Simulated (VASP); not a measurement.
Here is the system:

```
CELL_PARAMETERS angstrom
      1.41433    -2.44970     0.00000
      1.41433     2.44970     0.00000
      0.00000     0.00000     4.47054
ATOMIC_POSITIONS crystal
  Ti 0.33333 0.66667 0.25000
  Ti 0.66667 0.33333 0.75000
```

These are PBEsol GGA, VASP's PBE PAW potentials (set 64) (plane waves; VASP 6.6.1) values and carry that method's errors. Numerical set-up: 500 eV cut-off, 15×15×8 Γ-centred mesh, first-order Methfessel-Paxton smearing of 0.10 eV, potentials Ti_sv.

Energy and stress use the plane-wave basis of the starting cell.

Problem. The ions, cell shape and volume at an external pressure of 20.0 GPa are relaxed. Predict the relaxed structure.

Solution. 
```
CELL_PARAMETERS angstrom
      1.38315    -2.39568     0.00000
      1.38315     2.39568     0.00000
      0.00000     0.00000     4.39606
ATOMIC_POSITIONS crystal
  Ti 0.33333 0.66667 0.25000
  Ti 0.66667 0.33333 0.75000
```
Space group P6_3/mmc (194), at a tolerance of 0.03 Å.

Problem. How do energy and volume change from the first to the last step?

Solution. The energy (σ→0) changes by +85.4 meV/atom and the volume by -6.0 %, in 8 ionic steps.

The compound is Ti in the hcp structure. This run relaxes it under an external pressure of 20 GPa. Symmetry was kept, so distortions that lower it aren't found.
